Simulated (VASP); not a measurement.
Data:

```
CELL_PARAMETERS angstrom
     -1.98672     1.98672     3.97729
      1.98672    -1.98672     3.97729
      1.98672     1.98672    -3.97729
ATOMIC_POSITIONS crystal
  Hg 0.00000 0.00000 0.00000
  Pd 0.75000 0.25000 0.50000
  Pd 0.25000 0.75000 0.50000
  Pd 0.50000 0.50000 0.00000
```

The numbers are results of PBEsol GGA, VASP's PBE PAW potentials (set 64) (plane waves; VASP), not measurements. Settings: 400 eV cut-off, 12×12×12 Γ-centred mesh, tetrahedra with Blöchl corrections, potentials Hg Pd.

Unless said otherwise, spin-orbit coupling is left out, though it shifts the bands of the heavy elements here.

Tabulate the total density of states (states/eV per cell) against energy (eV; zero at the valence-band maximum or, without a gap, the Fermi level).

| E (eV) | DOS (states/eV) |
|---|---|
| -9.92 | 0.00 |
| -9.40 | 0.00 |
| -8.79 | 0.00 |
| -8.27 | 0.20 |
| -7.66 | 1.15 |
| -7.14 | 19.1 |
| -6.63 | 2.21 |
| -6.01 | 2.11 |
| -5.49 | 0.00 |
| -4.88 | 0.54 |
| -4.36 | 3.73 |
| -3.74 | 9.43 |
| -3.23 | 8.83 |
| -2.71 | 6.15 |
| -2.10 | 5.69 |
| -1.58 | 5.17 |
| -0.96 | 8.64 |
| -0.45 | 5.82 |
| 0.17 | 2.11 |
| 0.68 | 1.27 |
| 1.20 | 1.04 |
| 1.82 | 1.09 |
| 2.33 | 1.16 |
| 2.95 | 1.13 |
| 3.46 | 0.96 |
Within 2 eV below the Fermi level the largest weight inside VASP's projection spheres is Pd d.

The structure comes from a computed database's HgPd3 entry (I4/mmm); how it stands against other phases isn't given here. It was relaxed first.
